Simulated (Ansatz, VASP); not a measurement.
# Cross-check of PtSe2 between VASP and Ansatz, part 2 of 2

Aim: how closely do two programs agree when they are given the same cell, functional and k mesh? The cell is taken from a series of runs on this material, whose earlier steps may have relaxed, scaled, displaced or heated it; both programs get it as it stands.

VASP 6.6.1 and Ansatz 0.2.0.

So far: The structure; VASP: zone-centre phonons, PBE.

## (3) Ansatz: zone-centre phonons, PBE

Level of this step: Ansatz beside VASP: Kohn-Sham DFT, plane waves, PBE (Ansatz).

Ansatz runs on its PAW soft_1 files.

The same cell, functional, mesh and smearing now go to Ansatz, which takes its cutoff from its data sets.

Input file input.yaml:

```yaml
crystal:
  lattice:
    - [3.6356522759, 0.0, 0.0]
    - [-1.817826138, 3.3059955918, 0.0]
    - [0.0, 0.0, 30.46]
  atoms:
    - { symbol: Pt, position: [0.3429711178, 0.6859422357, 0.3282994091] }
    - { symbol: Se, position: [0.6618477744, 0.3236955488, 0.3748067731] }
    - { symbol: Se, position: [0.6618477744, 0.3236955488, 0.281792045] }
  periodic: [true, true, false]
kpoints:
  mp_grid: { grid: [15, 15, 1] }
hamiltonian:
  xc: pbe
  pseudopotentials: { kind: paw, azcp: { folder: soft_1 } }
scf:
  occupations: { method: methfessel_paxton, width: 0.2 }
output:
  eigenvalues: true
phonons:
  method: dfpt
```

Launch:

```bash
ansatz run input.yaml --threads 4 --pin off --max-ram 16384MiB --backend cpu --events-out ev --progress --plain --runs-dir out
```

Numbers of over 12 decimals in the logs are rounded to 6 here.

Log:

```text
Warning: crystal.symmetry: narrowed to the stabiliser of the run's FFT grids — unitary ops 4 → 2. A phonons.method: dfpt run fills in the rows of the dynamical matrix that it does not solve by its symmetry operations, which is exact only for operations that map its FFT grids onto themselves: filled in by any other, the frequencies could depend on the order in which like atoms are typed, or, by more than the grids' own error, on where the crystal sits among the grids' points. Excluded: 2 operations. The run can therefore solve more perturbations, solve them on more k-points, or both, and cost more. [rest of the remark cut]
Engine: ansatz 0.2.0, aarch64-unknown-linux-gnu
Pseudopotentials: kind: paw
Pseudopotential: Pt, paw, valence charge 18, recommended cutoff 420 eV (normal), soft_1/Pt.paw.azcp
Pseudopotential: Se, paw, valence charge 16, recommended cutoff 420 eV (normal), soft_1/Se.paw.azcp
Functional definition: PBE
  parameter kappa = 0.804
  parameter beta = 0.066725
  exchange = pbe_x(kappa = kappa, mu = beta*pi^2/3)
  correlation = pbe_c(beta = beta)
Crystal: 3 atoms, lattice volume = 366.112 Å³
Basis set: ecut = 420 eV, 7149 PW (Γ), exchange–correlation on 54×54×432 points (8 copies of the dense FFT grid, shifted against one another)
Bands: 30, of which v1, the nominal top of the filled ones, is band 25 counted from 1 (24 counted from 0)
Symmetry: 4 space group operations
k-points: 64 of 225 (irreducible under 2 space group operations, time reversal used)
Non-local potential: Pt, projectors of the file, l = 0: 3, l = 1: 2, l = 2: 2, l = 3: 1
Non-local potential: Se, projectors of the file, l = 0: 2, l = 1: 2, l = 2: 3, l = 3: 1
PAW form: soft (Blöchl's): semilocal exchange-correlation on the pseudo side does not see the compensation charge
PAW one-centre angular grid: Pt, 590 points (default); XC on 64 Gauss nodes
PAW one-centre angular grid: Se, 590 points (default); XC on 64 Gauss nodes
Initial density: superposition of atomic densities (neutral atoms: chi_scale 0, normalization atom)
Initial wavefunctions: pseudopotential atomic-orbital guess
Functional: x = pbe(κ = 0.804, μ = 0.219515), c = pbe(β = 0.066725)
SCF iter   1: F=—  HF=-23463.187643 eV  |F-HF|=—  |Δ(HF+E_count)|=         —  Δρ=2.71e-2  dr2=2.89e0  ethr=3.10e-3  ⟨swp⟩=11.3  Hψ=10878  notcnv=0
preconditioner: auto → LDOS  [metal: Δε(μ)=0.023 eV  Ē_g=8.729 eV  σ=0.200 eV  W_gap=0.10  n_scr=28 (ndim 8)  ℏωp=9.1 eV  f_vac=0.784  D(μ)=2.37/eV (n_scr^D=10)  β→1.0]
SCF iter   2: F=—  HF=-23462.757615 eV  |F-HF|=—  |Δ(HF+E_count)|=   4.30e-1  S|Δr|=    0.00e0  Δρ=8.82e-3  dr2=2.31e-1  ethr=3.10e-3  ⟨swp⟩=3.0  Hψ=5041  notcnv=0  defer=1
SCF iter   3: F=—  HF=-23462.692885 eV  |F-HF|=—  |Δ(HF+E_count)|=   6.47e-2  S|Δr|=    0.00e0  Δρ=3.10e-3  dr2=4.47e-2  ethr=4.62e-4  ⟨swp⟩=3.0  Hψ=4465  notcnv=0  defer=1
SCF iter   4: F=—  HF=-23462.680592 eV  |F-HF|=—  |Δ(HF+E_count)|=   1.23e-2  S|Δr|=    0.00e0  Δρ=9.43e-4  dr2=4.77e-3  ethr=8.93e-5  ⟨swp⟩=4.0  Hψ=5164  notcnv=0  defer=1
SCF iter   5: F=—  HF=-23462.679843 eV  |F-HF|=—  |Δ(HF+E_count)|=   7.49e-4  S|Δr|=    0.00e0  Δρ=1.30e-4  dr2=5.95e-5  ethr=9.54e-6  ⟨swp⟩=2.7  Hψ=3177  notcnv=0  defer=1
SCF iter   6: F=—  HF=-23462.679915 eV  |F-HF|=—  |Δ(HF+E_count)|=   7.12e-5  S|Δr|=    0.00e0  Δρ=3.75e-5  dr2=6.94e-6  ethr=1.19e-7  ⟨swp⟩=3.8  Hψ=4218  notcnv=0  defer=1
SCF iter   7: F=—  HF=-23462.679920 eV  |F-HF|=—  |Δ(HF+E_count)|=   5.67e-6  S|Δr|=    0.00e0  Δρ=7.30e-6  dr2=4.26e-7  ethr=1.39e-8  ⟨swp⟩=3.2  Hψ=3352  notcnv=0  defer=1
SCF iter   8: F=—  HF=-23462.680019 eV  |F-HF|=—  |Δ(HF+E_count)|=   9.85e-5  S|Δr|=    0.00e0  Δρ=2.55e-6  dr2=6.45e-8  ethr=8.52e-10  ⟨swp⟩=4.2  Hψ=4871  notcnv=0  defer=1
SCF iter   9: F=—  HF=-23462.680019 eV  |F-HF|=—  |Δ(HF+E_count)|=   6.68e-8  S|Δr|=    0.00e0  Δρ=7.76e-7  dr2=4.71e-9  ethr=1.29e-10  ⟨swp⟩=3.1  Hψ=4005  notcnv=0  defer=1
SCF iter  10: F=—  HF=-23462.680019 eV  |F-HF|=—  |Δ(HF+E_count)|=   2.74e-8  S|Δr|=    0.00e0  Δρ=2.74e-7  dr2=3.08e-10  ethr=9.43e-12  ⟨swp⟩=3.3  Hψ=3372  notcnv=0  defer=1
SCF iter  11: F=—  HF=-23462.680019 eV  |F-HF|=—  |Δ(HF+E_count)|=   2.79e-9  S|Δr|=    0.00e0  Δρ=9.10e-8  dr2=3.87e-11  ethr=1.00e-12  ⟨swp⟩=3.3  Hψ=3627  notcnv=0  defer=1
SCF iter  12: F=-23462.680019 eV  HF=-23462.680019 eV  |F-HF|=7.28e-11  |Δ(HF+E_count)|=  7.93e-10  S|Δr|=    0.00e0  Δρ=2.11e-8  dr2=2.07e-12  ethr=1.00e-12  ⟨swp⟩=14.8  Hψ=13719  notcnv=0
SCF 1 converged in 12 iterations: F = -23462.680019 eV  dr2 = 2.07e-12
  greatest PAW one-centre occupation: 1.000 electrons in one spin orbital (limit 2), on the Pt atom at site 0 (counted from 0), in its partial waves of l = 0
DFPT response loops at Γ: preconditioner auto → none (partly filled bands, converged f_vac=0.786); β = 0.50; Broyden in place of MSR1
SCF converged after 12 iterations
Stability not checked: this state was not tested for a lower state beside it, because cold or Methfessel-Paxton smearing, or corrected tetrahedra, fill the levels in a way that the test cannot read (fill_not_monotonic; see scf.lower_state_search)
Free energy (F): -23462.680019 eV
Harris-Foulkes:  -23462.680019 eV  (|F-HF|=7.28e-11)
Internal energy: -23462.678791 eV  (E = F + TS)
E sigma→0 (E₀):  -23462.679712 eV
Entropy (-TS):   -0.001228 eV (-0.409 meV/atom)
Fermi energy:    -4.634645 eV
--- Per-component energies (eV) ---
  E_band       = -1839.644223
  E_kinetic    = 814.533152
  E_local      = -124032.865296  (includes V_loc(G=0)·N_el)
  E_nonlocal   = -502.788061
  E_hartree    = 61513.362308
  E_xc         = -400.166603
  E_vxc        = -448.947933  (∫ρ·V_xc dr)
  E_paw        = -13745.293887  (= ΣΔE_a)
  E_vpaw       = -696.300938  (= ΣTr[D̂ρ^β])
  E_aug_tail   = 0.000367  (compensation charges beyond the density's cutoff)
  E_ewald      = 52890.539229
  E_smearing   = -0.001228  (= −TS)
  E_closure    = 0.000000  (closes the sum)
  Σ components = -23462.680019   (vs F -23462.680019, Δ=0.00e0)
--- Band table (eV; the first three rows and the last of 64) ---
  k-point 0: bands = [... 21 lower, -6.9880, -5.7719, -4.3169, -4.2956, -3.9786, -3.7017, -2.3522, -0.4468, ... 1 higher]
  k-point 1: bands = [... 21 lower, -7.0543, -5.7334, -4.4997, -4.2674, -4.1541, -3.8079, -2.0697, -0.3945, ... 1 higher]
  k-point 2: bands = [... 21 lower, -7.2461, -5.6899, -4.8985, -4.4944, -4.1330, -4.0978, -1.4648 (-1.4648°), -0.2504, ... 1 higher]
  k-point 63: bands = [... 21 lower, -8.0089, -7.0146, -6.6361, -5.6516, -4.1634, -3.4232, -0.4789, 1.3110, ... 1 higher]
  ° read free of the cell's end (the report's vacuum.weakly_bound_levels)
--- Phonons (Γ-DFPT): 9 representative perturbations + reference, on 64 of 225 k-points (Σ response iterations 40) ---
  ASR residual: 8.179e-5 → 0.000e0 eV/Å²; symmetrization residual: 2.406e-5 eV/Å²
  The last average, over the group as it would stand without the narrowing to the FFT grids, took up to 4.772e-6 eV/Å² of the zone centre's force constants
  ASR residual per site (eV/Å²): 8.18e-5 2.14e-5 1.40e-5
  Γ frequencies (cm⁻¹): 0.00 0.00 0.00 83.55 97.84 98.54 119.25 133.64 188.81
  non-analytic LO–TO correction: not included (Born effective charges unavailable; polar crystals: no LO–TO splitting at Γ)
```

Reading the cycles: dr2 is the Hartree energy of the density residual (eV), the measure of convergence; HF is the Harris–Foulkes estimate of the energy, which meets the free energy F at convergence.

## (4) Differences

Known differences besides the potentials themselves: Ansatz cuts the interaction across the vacuum, VASP repeats the sheet without a dipole correction; the data sets hold 50 valence electrons in Ansatz (on its PAW soft_1 files) and 22 in VASP; the cutoff is 420 eV in Ansatz and 500 eV in VASP. Total energies have different zeros and are not compared.

Compared:

| quantity | Ansatz | VASP | difference |
| --- | --- | --- | --- |
| optical mode 1 (cm⁻¹) | 83.5 | 84.0 | -0.57 % |
| optical mode 2 (cm⁻¹) | 97.8 | 98.6 | -0.80 % |
| optical mode 3 (cm⁻¹) | 98.5 | 99.3 | -0.74 % |
| optical mode 4 (cm⁻¹) | 119.2 | 120.4 | -0.97 % |
| optical mode 5 (cm⁻¹) | 133.6 | 134.0 | -0.26 % |
| optical mode 6 (cm⁻¹) | 188.8 | 189.6 | -0.42 % |

Modes are paired by rising frequency, not by their patterns, so a pair may set unlike modes beside each other; they are those without the splitting of longitudinal modes. Where the cell holds vacuum, a pressure given here is an average over it and none of the material.

## (5) Outcome

```json
{
  "r.m.s. difference of the optical zone-centre modes, each program's sorted by frequency (zone-centre phonons, PBE)": "0.77 cm⁻¹",
  "difference in optical mode 4 (zone-centre phonons, PBE)": "-1.0 %"
}
```

In words: The r.m.s. difference of the optical zone-centre modes, each program's sorted by frequency is 0.77 cm⁻¹ (zone-centre phonons, PBE). The data sets hold unlike numbers of valence electrons (50 in Ansatz and 22 in VASP), so part of the differences may come from the potentials. Among the rows given in per cent, the largest difference of the zone-centre phonons, PBE pair is in optical mode 4, -1.0 %. Such differences can come from data sets, numerical settings and the points named under the comparisons, not from the functional's error against experiment.

[Lines on the potential files, build, host, timing and source positions are cut from VASP's logs without a mark.]

[Logs are printed without paths, hosts, clocks, repeated set-up lines and the standing remarks that a program may print on its own settings, such as how far it seeks lower states.]

[Hosts, paths, dates, database ids (printed as entryN), source tags and the programs' standing remarks are cut or masked in the printed files.]
